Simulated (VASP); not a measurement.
Input:

```
KTaO3
1.0
    3.86811     0.00000     0.00000
    0.00000     3.86811     0.00000
    0.00000     0.00000     3.86811
K Ta O
1 1 3
Cartesian
  0.00000   0.00000   0.00000
  1.93405   1.93405   1.93405
  1.93405   0.00000   1.93405
  0.00000   1.93405   1.93405
  1.93405   1.93405   0.00000
```

The numbers are results of PBE GGA, VASP's PBE PAW potentials (set 64) (plane waves; VASP 6.6.1), not measurements. Run with 620 eV cut-off, 6×6×6 Γ-centred mesh, Gaussian smearing of 0.050 eV, potentials K_sv Ta_pv O.

Energy and stress use the plane-wave basis of the starting cell.

Q: The ions, cell shape and volume at an external pressure of 45.0 GPa are relaxed. Predict the relaxed structure.

A: 
```
KTaO3
1.0
    3.81236     0.00000     0.00000
    0.00000     3.81236     0.00000
    0.00000     0.00000     3.81236
K Ta O
1 1 3
Direct
  0.00000   0.00000   0.00000
  0.50000   0.50000   0.50000
  0.50000   0.00000   0.50000
  0.00000   0.50000   0.50000
  0.50000   0.50000   0.00000
```
Space group Pm-3m (221), at a tolerance of 0.03 Å.

Q: How do energy and volume change from the first to the last step?

A: The energy (σ→0) changes by +114.5 meV/atom and the volume by -4.3 %, in 4 ionic steps.

```
step  E(σ→0) (eV)  max force (eV/Å)  pressure (GPa)  volume (Å³)
----  -----------  ----------------  --------------  -----------
1        -40.4361             0.000           30.00        57.88
2        -37.1873             0.000           99.71        49.27
3        -39.8906             0.000           44.26        55.51
4        -39.8637             0.000           44.91        55.41
```

The compound is KTaO3 in the cubic perovskite structure. This run relaxes it under an external pressure of 45 GPa. Symmetry was kept, so distortions that lower it aren't found.
